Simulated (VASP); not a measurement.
Computed with HSE06 screened hybrid, VASP's PBE PAW potentials (set 64) (plane waves; VASP).

The input files of a VASP run:

**KPOINTS_OPT**
```
named points and PBE's band edges
10
Reciprocal
  0.000000   0.000000   0.000000 1 ! GAMMA
  0.500000   0.000000   0.500000 1 ! X
  0.500000   0.500000   0.500000 1 ! L
  0.500000   0.250000   0.750000 1 ! W
  0.375000   0.375000   0.750000 1 ! K
  0.625000   0.250000   0.625000 1 ! U
  0.080360   0.080360   0.160710 1 ! near an edge
  0.107140   0.107140   0.214290 1 ! near an edge
  0.053570   0.053570   0.107140 1 ! near an edge
  0.035710   0.035710   0.035710 1 ! near an edge
```

POSCAR:
```
LiCl
1
    0.0000000000     2.5700000000     2.5700000000
    2.5700000000     0.0000000000     2.5700000000
    2.5700000000     2.5700000000     0.0000000000
Li Cl
1 1
Direct
  0.0000000000   0.0000000000   0.0000000000
  0.5000000000   0.5000000000   0.5000000000
```

KPOINTS:
```
Automatic mesh
0
Gamma
6 6 6
0 0 0
```

**INCAR**
```
AEXX = 0.25
ALGO = Normal
EDIFF = 1E-6
ENCUT = 520
GGA = PE
HFSCREEN = 0.2
ISIF = 2
ISMEAR = 0
ISYM = 3
LASPH = .TRUE.
LCHARG = .FALSE.
LHFCALC = .TRUE.
LREAL = .FALSE.
LWAVE = .FALSE.
NELM = 60
PREC = Accurate
PRECFOCK = Fast
SIGMA = 0.05
SYSTEM = LiCl
```

POTCAR, in this order: Li_sv Cl (PBE.64 set). Program: vasp_std. Read from the step before: WAVECAR.

Q: What will the output report for the number of irreducible k-points (NKPTS), largest plane-wave count, number of space-group operations, FFT grid (NGX, NGY, NGZ)?

A: 
```
Property                                      Result
--------------------------------------  ------------
number of irreducible k-points (NKPTS)            16
largest plane-wave count                         941
number of space-group operations                  48
FFT grid (NGX, NGY, NGZ)                28 × 28 × 28
```

The compound is LiCl in the rock salt structure. The cell was not relaxed at this level.
